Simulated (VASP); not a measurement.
# Sb7Mo3 with r2SCAN: from relaxation to properties

How well does r2SCAN reproduce what experiment finds for Sb7Mo3? The cell is relaxed first, and properties follow on it. The steps: full relaxation (r2SCAN), density, ELF and potential (r2SCAN), band structure (r2SCAN), density of states (r2SCAN) and optical spectrum (r2SCAN). The start is a computed cell from the Materials Project.

Calculated with VASP 6.6.1; r2SCAN; plane waves and PAW (Sb, Mo_sv).

**What experiment says.**

For Mo3Sb7, cubic Ir3Ge7-type (single crystal from earlier work), “Low-temperature specific heat of the superconductor Mo3Sb7” (2008, arxiv:0803.2948) quotes earlier work: lattice constant a (cubic cell parameter a, earlier single-crystal report) 0.9559 nm [literature value quoted for comparison; measurement temperature not stated].

## Step 1: The structure

Before any relaxation, the start is as follows. Symmetry: Im-3m, No. 229, cubic system. Conventional cell: a = 9.621 Å, b = 9.621 Å, c = 9.621 Å, α = 90.00°, β = 90.00°, γ = 90.00°. Nearest to Sb lie 4 Mo at 2.85 Å. Sb has 3 Mo at 2.79 Å and 4 Sb at 2.98 to 3.09 Å nearest. Nearest to Mo lie 8 Sb at 2.79 to 2.85 Å and 1 Mo at 3.05 Å. Farther neighbours are not listed.

## Step 2: Full relaxation (r2SCAN)

Properties are meant for the cell that this level of theory prefers, so cell and atoms are relaxed first (ISIF = 3) until forces and stress are small; EDIFFG sets the threshold. r2SCAN adds the kinetic-energy density, costs more than a GGA and is run with LASPH.

INCAR reads:

```
SYSTEM = Sb7Mo3
PREC = Accurate
ENCUT = 400
EDIFF = 1E-06
NELM = 100
ISMEAR = 0
SIGMA = 0.05
LREAL = .FALSE.
ALGO = Normal
METAGGA = R2SCAN
LASPH = .TRUE.
NBANDS = 97
LORBIT = 11
LWAVE = .FALSE.
LCHARG = .FALSE.
KPAR = 8
IBRION = 2
NSW = 60
ISIF = 3
EDIFFG = -0.01
```

POSCAR reads:

```
Sb7Mo3
1.0
   -4.8104079040      4.8104079040      4.8104079040
    4.8104079040     -4.8104079040      4.8104079040
    4.8104079040      4.8104079040     -4.8104079040
Sb Mo
14 6
Direct
    0.7500000000      0.2500000000      0.5000000000
    0.5000000000      0.2500000000      0.7500000000
    0.5000000000      0.7500000000      0.2500000000
    0.2500000000      0.5000000000      0.7500000000
    0.7500000000      0.5000000000      0.2500000000
    0.2500000000      0.7500000000      0.5000000000
    0.3210278400      0.3210278400      0.3210278400
    0.0000000000      0.0000000000      0.3210278400
    0.3210278400      0.0000000000      0.0000000000
    0.0000000000      0.3210278400      0.0000000000
    0.6789721600      0.0000000000      0.0000000000
    0.0000000000      0.6789721600      0.0000000000
    0.0000000000      0.0000000000      0.6789721600
    0.6789721600      0.6789721600      0.6789721600
    0.3415129500      0.3415129500      0.0000000000
    0.0000000000      0.3415129500      0.3415129500
    0.0000000000      0.6584870500      0.6584870500
    0.6584870500      0.0000000000      0.6584870500
    0.3415129500      0.0000000000      0.3415129500
    0.6584870500      0.6584870500      0.0000000000
```

KPOINTS reads:

```
Automatic mesh
0
Gamma
4 4 4
0 0 0
```

The projector-augmented-wave data sets are Sb and Mo_sv (PBE family, release 64).

On the command line:

```sh
$ mpirun -np 8 vasp_std
```

The log of the run:

```text
[banner, memory and clock lines left out]
running    8 mpi-ranks, on    1 nodes
 distrk:  each k-point on    1 cores,    8 groups
 distr:  one band on    1 cores,    1 groups

 POSCAR found type information on POSCAR SbMo
 POSCAR found :  2 types and      20 ions
|                                                                             |
|           W    W    AA    RRRRR   N    N  II  N    N   GGGG   !!!           |
|           W    W   A  A   R    R  NN   N  II  NN   N  G    G  !!!           |
|           W    W  A    A  R    R  N N  N  II  N N  N  G       !!!           |
|           W WW W  AAAAAA  RRRRR   N  N N  II  N  N N  G  GGG   !            |
|           WW  WW  A    A  R   R   N   NN  II  N   NN  G    G                |
|           W    W  A    A  R    R  N    N  II  N    N   GGGG   !!!           |
|                                                                             |
|     For optimal performance we recommend to set                             |
|       NCORE = 2 up to number-of-cores-per-socket                            |
|     NCORE specifies how many cores store one orbital (NPAR=cpu/NCORE).      |
|     This setting can greatly improve the performance of VASP for DFT.       |
|     The default, NCORE=1 might be grossly inefficient on modern             |
|     multi-core architectures or massively parallel machines. Do your        |
|     Unfortunately you need to use the default for GW and RPA                |
|     calculations (for HF NCORE is supported but not extensively tested      |
|     yet).                                                                   |
|                                                                             |

|                                                                             |
|               ----> ADVICE to this user running VASP <----                  |
|                                                                             |
|     You have a (more or less) 'large supercell' and for larger cells it     |
|     might be more efficient to use real-space projection operators.         |
|     Therefore, try LREAL= Auto in the INCAR file.                           |
|     Mind: For very accurate calculation, you might also keep the            |
|     reciprocal projection scheme (i.e. LREAL=.FALSE.).                      |
|                                                                             |

|                                                                             |
|               ----> ADVICE to this user running VASP <----                  |
|                                                                             |
|     You enforced a specific xc type in the INCAR file but a different       |
|     [... a line on the potential file left out ...]
|     I HOPE YOU KNOW WHAT YOU ARE DOING!                                     |
|                                                                             |

 LDA part: xc-table for (None), standard interpolation
 POSCAR, INCAR and KPOINTS ok, starting setup
 FFT: planning ... GRIDC
 FFT: planning ... GRID_SOFT
 FFT: planning ... GRID
 WAVECAR not read
 entering main loop
       N       E                     dE             d eps       ncg     rms          rms(c)
DAV:   1     0.790966958939E+03    0.79097E+03   -0.68086E+04  1928   0.119E+03
DAV:   2    -0.463985131666E+03   -0.12550E+04   -0.12135E+04  1847   0.319E+02
DAV:   3    -0.556235214787E+03   -0.92250E+02   -0.89221E+02  1856   0.795E+01
DAV:   4    -0.559451773726E+03   -0.32166E+01   -0.31615E+01  1984   0.142E+01
DAV:   5    -0.559533524671E+03   -0.81751E-01   -0.81438E-01  1920   0.227E+00    0.338E+01
DAV:   6    -0.516143530745E+03    0.43390E+02   -0.15588E+01  1648   0.179E+01    0.856E+00
DAV:   7    -0.516221699605E+03   -0.78169E-01   -0.58542E-01  1880   0.236E+00    0.448E+00
DAV:   8    -0.516281882028E+03   -0.60182E-01   -0.30766E-01  1840   0.195E+00    0.132E+00
DAV:   9    -0.516285592166E+03   -0.37101E-02   -0.96047E-02  2072   0.893E-01    0.574E-01
DAV:  10    -0.516282871569E+03    0.27206E-02   -0.21511E-02  1944   0.375E-01    0.223E-01
DAV:  11    -0.516283776879E+03   -0.90531E-03   -0.16833E-03  1800   0.145E-01    0.843E-02
DAV:  12    -0.516283852159E+03   -0.75280E-04   -0.59416E-04  2096   0.649E-02    0.342E-02
DAV:  13    -0.516283844922E+03    0.72368E-05   -0.81842E-05  1968   0.284E-02    0.170E-02
DAV:  14    -0.516283847543E+03   -0.26211E-05   -0.16327E-05  1888   0.135E-02    0.430E-03
DAV:  15    -0.516283848813E+03   -0.12695E-05   -0.12617E-06  1056   0.406E-03    0.134E-03
DAV:  16    -0.516283848479E+03    0.33392E-06   -0.28837E-07   968   0.175E-03
   1 F= -.51628385E+03 E0= -.51627106E+03  d E =-.516284E+03
 curvature:   0.00 expect dE= 0.000E+00 dE for cont linesearch  0.000E+00
 trial: gam= 0.00000 g(F)=  0.263E-02 g(S)=  0.996E-03 ort = 0.000E+00 (trialstep = 0.100E+01)
 search vector abs. value=  0.363E-02
 bond charge predicted
       N       E                     dE             d eps       ncg     rms          rms(c)
DAV:   1    -0.516289814027E+03   -0.59652E-02   -0.11592E+00  1564   0.480E+00    0.951E-01
DAV:   2    -0.516292302948E+03   -0.24889E-02   -0.15665E-01  1821   0.139E+00    0.487E-01
DAV:   3    -0.516284675884E+03    0.76271E-02   -0.28335E-02  1886   0.494E-01    0.155E-01
DAV:   4    -0.516285126191E+03   -0.45031E-03   -0.20276E-03  1751   0.148E-01    0.542E-02
DAV:   5    -0.516285127340E+03   -0.11496E-05   -0.24395E-04  1831   0.604E-02    0.403E-02
DAV:   6    -0.516285141901E+03   -0.14560E-04   -0.13811E-05  2047   0.120E-02    0.194E-02
DAV:   7    -0.516285155633E+03   -0.13732E-04   -0.57279E-06  1600   0.777E-03    0.274E-03
DAV:   8    -0.516285156666E+03   -0.10325E-05   -0.54670E-07   941   0.255E-03    0.159E-03
DAV:   9    -0.516285156437E+03    0.22891E-06   -0.10343E-07   885   0.119E-03
   2 F= -.51628516E+03 E0= -.51627220E+03  d E =-.130796E-02
[...]
3 F= -.51628527E+03 E0= -.51627236E+03  d E =-.142462E-02
[...]
4 F= -.51628544E+03 E0= -.51627233E+03  d E =-.164693E-03
 trial-energy change:   -0.000165  1 .order   -0.000194   -0.000928    0.000540
 step:   0.5766(harm=  0.6040)  dis= 0.00150  next Energy=  -516.285547 (dE=-0.274E-03)
 bond charge predicted
       N       E                     dE             d eps       ncg     rms          rms(c)
DAV:   1    -0.516285648411E+03   -0.21035E-03   -0.53245E-02  1554   0.104E+00    0.185E-01
DAV:   2    -0.516285780403E+03   -0.13199E-03   -0.59004E-03  1679   0.280E-01    0.843E-02
DAV:   3    -0.516285524777E+03    0.25563E-03   -0.93045E-04  1822   0.918E-02    0.304E-02
DAV:   4    -0.516285539919E+03   -0.15142E-04   -0.73689E-05  1733   0.292E-02    0.968E-03
DAV:   5    -0.516285543292E+03   -0.33729E-05   -0.91268E-06  1848   0.115E-02    0.784E-03
DAV:   6    -0.516285546177E+03   -0.28843E-05   -0.68570E-07   919   0.300E-03    0.260E-03
DAV:   7    -0.516285548229E+03   -0.20529E-05   -0.30584E-07   847   0.183E-03    0.457E-04
DAV:   8    -0.516285548289E+03   -0.59230E-07   -0.58808E-08   863   0.910E-04
   5 F= -.51628555E+03 E0= -.51627252E+03  d E =-.275193E-03
 curvature:  -0.39 expect dE=-0.100E-04 dE for cont linesearch -0.475E-06
 trial: gam=-0.02540 g(F)=  0.256E-04 g(S)=  0.436E-06 ort = 0.392E-04 (trialstep = 0.880E+00)
 search vector abs. value=  0.249E-04
 reached required accuracy - stopping structural energy minimisation
```

It took 8.1 min on 8 MPI ranks of Intel Xeon 6975P-C (Granite Rapids), shared host; peak memory 4.5 GiB; 54 min of CPU time.

Lines that name or quote the potential files are left out of all logs, and their timing lines are given in words.

OUTCAR, selected parts (step 2):

```text
ion  position               nearest neighbor table
   1  0.750  0.250  0.500-  16 2.85  17 2.85  18 2.85  19 2.85   4 3.40   5 3.40   2 3.40   3 3.40
                            13 3.71   8 3.71  11 3.71  10 3.71  12 3.71   9 3.71   7 3.71  14 3.71
   2  0.500  0.250  0.750-  15 2.85  18 2.85  19 2.85  20 2.85   4 3.40   5 3.40   1 3.40   6 3.40
                            13 3.71  14 3.71  10 3.71  11 3.71  12 3.71   7 3.71   8 3.71   9 3.71
   3  0.500  0.750  0.250-  15 2.85  18 2.85  19 2.85  20 2.85   5 3.40   6 3.40   1 3.40   4 3.40
                             8 3.71   7 3.71  11 3.71  13 3.71  14 3.71   9 3.71  10 3.71  12 3.71
   4  0.250  0.500  0.750-  15 2.85  16 2.85  17 2.85  20 2.85   3 3.40   6 3.40   2 3.40   1 3.40
                            13 3.71  14 3.71  10 3.71  11 3.71  12 3.71   8 3.71   7 3.71   9 3.71
   5  0.750  0.500  0.250-  15 2.85  16 2.85  17 2.85  20 2.85   3 3.40   6 3.40   1 3.40   2 3.40
                             8 3.71   7 3.71  12 3.71  13 3.71  14 3.71  10 3.71   9 3.71  11 3.71
   6  0.250  0.750  0.500-  16 2.85  17 2.85  18 2.85  19 2.85   3 3.40   4 3.40   2 3.40   5 3.40
                            13 3.71   8 3.71  12 3.71   9 3.71  11 3.71  10 3.71   7 3.71  14 3.71
   7  0.321  0.321  0.321-  15 2.79  16 2.79  19 2.79  14 2.98   9 3.09  10 3.09   8 3.09   6 3.71
                             1 3.71   3 3.71   5 3.71   4 3.71   2 3.71
   8  0.000  0.000  0.321-  16 2.79  19 2.79  20 2.79  13 2.98  11 3.09  12 3.09   7 3.09   6 3.71
                             1 3.71   5 3.71   3 3.71   2 3.71   4 3.71
   9  0.321  0.000  0.000-  15 2.79  17 2.79  19 2.79  11 2.98   7 3.09  12 3.09  13 3.09   6 3.71
                             1 3.71   5 3.71   2 3.71   3 3.71   4 3.71
  10  0.000  0.321  0.000-  15 2.79  16 2.79  18 2.79  12 2.98  11 3.09   7 3.09  13 3.09   1 3.71
                             6 3.71   3 3.71   4 3.71   5 3.71   2 3.71
  11  0.679  0.000  0.000-  16 2.79  18 2.79  20 2.79   9 2.98   8 3.09  10 3.09  14 3.09   1 3.71
                             6 3.71   5 3.71   2 3.71   3 3.71   4 3.71
  12  0.000  0.679  0.000-  17 2.79  19 2.79  20 2.79  10 2.98   9 3.09   8 3.09  14 3.09   6 3.71
                             1 3.71   3 3.71   4 3.71   5 3.71   2 3.71
  13  0.000  0.000  0.679-  15 2.79  17 2.79  18 2.79   8 2.98   9 3.09  10 3.09  14 3.09   6 3.71
                             1 3.71   2 3.71   4 3.71   5 3.71   3 3.71
  14  0.679  0.679  0.679-  17 2.79  18 2.79  20 2.79   7 2.98  11 3.09  12 3.09  13 3.09   6 3.71
                             1 3.71   2 3.71   4 3.71   3 3.71   5 3.71
  15  0.342  0.342  0.000-   7 2.79   9 2.79  10 2.79  13 2.79   2 2.85   3 2.85   4 2.85   5 2.85
                            20 3.05
  16  0.000  0.342  0.342-   7 2.79   8 2.79  10 2.79  11 2.79   1 2.85   4 2.85   5 2.85   6 2.85
                            17 3.05
  17  0.000  0.658  0.658-   9 2.79  12 2.79  13 2.79  14 2.79   1 2.85   4 2.85   5 2.85   6 2.85
                            16 3.05
  18  0.658  0.000  0.658-  10 2.79  11 2.79  13 2.79  14 2.79   1 2.85   2 2.85   3 2.85   6 2.85
                            19 3.05
  19  0.342  0.000  0.342-   7 2.79   8 2.79   9 2.79  12 2.79   1 2.85   2 2.85   3 2.85   6 2.85
                            18 3.05
  20  0.658  0.658  0.000-   8 2.79  11 2.79  12 2.79  14 2.79   2 2.85   3 2.85   4 2.85   5 2.85
                            15 3.05

  LATTYP: Found a body centered cubic cell.
 ALAT       =     9.6208158080

 Subroutine GETGRP returns: Found 48 space group operations
 (whereof 48 operations were pure point group operations)

The static configuration has the point symmetry O_h .

 Found      8 irreducible k-points:

   k-points           NKPTS =      8   k-points in BZ     NKDIM =      8   number of bands    NBANDS=     97

   dimension x,y,z NGX =    54 NGY =   54 NGZ =   54
   dimension x,y,z NGXF=   108 NGYF=  108 NGZF=  108

   ENCUT  =  400.0 eV  29.40 Ry    5.42 a.u.  13.59 13.59 13.59*2*pi/ulx,y,z

   NELECT =     154.0000    total number of electrons

 k-points in reciprocal lattice and weights: Automatic mesh
   0.00000000  0.00000000  0.00000000       0.016
   0.25000000  0.00000000  0.00000000       0.188
   0.50000000  0.00000000  0.00000000       0.094
   0.25000000  0.25000000  0.00000000       0.375
   0.25000000  0.25000000  0.25000000       0.031
  -0.25000000  0.25000000  0.25000000       0.094
   0.50000000  0.50000000  0.25000000       0.188
   0.50000000  0.50000000  0.50000000       0.016

 average (electrostatic) potential at core
       1 -87.9399       2 -87.9399       3 -87.9399       4 -87.9399       5 -87.9399
       6 -87.9399       7 -88.1523       8 -88.1523       9 -88.1523      10 -88.1523
      11 -88.1523      12 -88.1523      13 -88.1523      14 -88.1523      15 -76.8230
      16 -76.8230      17 -76.8230      18 -76.8230      19 -76.8230      20 -76.8230

 E-fermi :   9.2946

 k-point     1 :       0.0000    0.0000    0.0000
  band No.  band energies     occupation
    ...
     72       8.5393      2.00000
     73       8.6512      2.00000
     74       8.6512      2.00000
     75       8.6512      2.00000
     76       8.9500      2.00000
     77       9.4819      0.00000
     78       9.4819      0.00000
     79       9.4819      0.00000
     80      10.6882      0.00000
     81      11.0834      0.00000
    ...

 k-point     2 :       0.2500    0.0000    0.0000
  band No.  band energies     occupation
    ...
     75       8.9558      2.00000
     76       9.0233      2.00000
     77       9.0735      2.00000
     78       9.1648      1.99976
     79       9.2819      1.28176
     80      10.8124      0.00000
     81      11.0578      0.00000
     82      11.1236      0.00000
     83      11.3651      0.00000
     84      11.4510      0.00000
    ...

 k-point     3 :       0.5000    0.0000    0.0000
  band No.  band energies     occupation
    ...
     73       8.9556      2.00000
     74       9.1175      2.00000
     75       9.1367      1.99999
     76       9.2555      1.73126
     77       9.2667      1.56945
     78       9.3200      0.47270
     79       9.6461      0.00000
     80      10.9288      0.00000
     81      11.1602      0.00000
     82      11.1749      0.00000
    ...

  Total        0.0077615      0.0077615      0.0077615      0.0000000     -0.0000000      0.0000000
  in kB        0.0279634      0.0279634      0.0279634      0.0000000     -0.0000000      0.0000000
  external PRESSURE =       0.0279634 kB  Pullay stress =       0.0000000 kB

  energy-cutoff  :      400.00
  volume of cell :      444.70
      direct lattice vectors                 reciprocal lattice vectors
    -4.808419292  4.808419292  4.808419292     0.000000000  0.103984276  0.103984276
     4.808419292 -4.808419292  4.808419292     0.103984276  0.000000000  0.103984276
     4.808419292  4.808419292 -4.808419292     0.103984276  0.103984276  0.000000000

 POSITION                                       TOTAL-FORCE (eV/Angst)
 -----------------------------------------------------------------------------------
      0.00000      4.80842      2.40421        -0.000000      0.000000      0.000000
      2.40421      4.80842      0.00000        -0.000000      0.000000      0.000000
      2.40421      0.00000      4.80842        -0.000000      0.000000      0.000000
      4.80842      2.40421      0.00000        -0.000000      0.000000      0.000000
      0.00000      2.40421      4.80842        -0.000000      0.000000      0.000000
      4.80842      0.00000      2.40421        -0.000000      0.000000      0.000000
      1.54403      1.54403      1.54403         0.004645      0.004645      0.004645
      1.54403      1.54403     -1.54403         0.004645      0.004645     -0.004645
      3.26439     -3.26439      6.35245        -0.004645      0.004645      0.004645
      1.54403     -1.54403      1.54403         0.004645     -0.004645      0.004645
     -3.26439      3.26439      3.26439         0.004645     -0.004645     -0.004645
      3.26439     -3.26439      3.26439        -0.004645      0.004645     -0.004645
      3.26439      3.26439     -3.26439        -0.004645     -0.004645      0.004645
      3.26439      3.26439      3.26439        -0.004645     -0.004645     -0.004645
      0.00000      0.00000      3.28934        -0.000000      0.000000     -0.001466
      3.28934      0.00000      0.00000        -0.001466      0.000000      0.000000
      6.32750      0.00000      0.00000         0.001466      0.000000      0.000000
      0.00000      6.32750      0.00000        -0.000000      0.001466      0.000000
      0.00000      3.28934      0.00000        -0.000000     -0.001466      0.000000
      0.00000      0.00000      6.32750        -0.000000      0.000000      0.001466
 -----------------------------------------------------------------------------------
    total drift:                               -0.000000     -0.000000      0.000000

  FREE ENERGIE OF THE ION-ELECTRON SYSTEM (eV)
  ---------------------------------------------------
  free  energy   TOTEN  =      -516.2855482886 eV

  energy  without entropy=     -516.2594989373  energy(sigma->0) =     -516.27252361

 reached required accuracy - stopping structural energy minimisation

 total charge
# of ion       s       p       d       tot
------------------------------------------
    1        1.125   1.251   0.053   2.429
    2        1.125   1.251   0.053   2.429
    3        1.125   1.251   0.053   2.429
    4        1.125   1.251   0.053   2.429
    5        1.125   1.251   0.053   2.429
    6        1.125   1.251   0.053   2.429
    7        1.135   1.232   0.071   2.438
    8        1.135   1.232   0.071   2.438
    9        1.135   1.232   0.071   2.438
   10        1.135   1.232   0.071   2.438
   11        1.135   1.232   0.071   2.438
   12        1.135   1.232   0.071   2.438
   13        1.135   1.232   0.071   2.438
   14        1.135   1.232   0.071   2.438
   15        2.254   6.148   4.022  12.424
   16        2.254   6.148   4.022  12.424
   17        2.254   6.148   4.022  12.424
   18        2.254   6.148   4.022  12.424
   19        2.254   6.148   4.022  12.424
   20        2.254   6.148   4.022  12.424
--------------------------------------------------
tot         29.359  54.244  25.018 108.621

[... 3 further parts left out ...]
```

The k-mesh is coarse for a metal. The PAW data sets were made with PBE, which is usual practice but a small mismatch for other functionals. The run keeps the 48 symmetry operations of its start, so it cannot find a distortion of lower symmetry.

[end of part 1 of 5]

[Lines on the potential files, build, host, timing and source positions are cut from VASP's logs without a mark.]

[Logs are printed without paths, hosts, clocks, repeated set-up lines and the standing remarks that a program may print on its own settings, such as how far it seeks lower states.]

[Hosts, paths, dates, database ids (printed as entryN), source tags and the programs' standing remarks are cut or masked in the printed files.]

[A measured line is paired with the nearest computed mode of its activity, which favours agreement.]
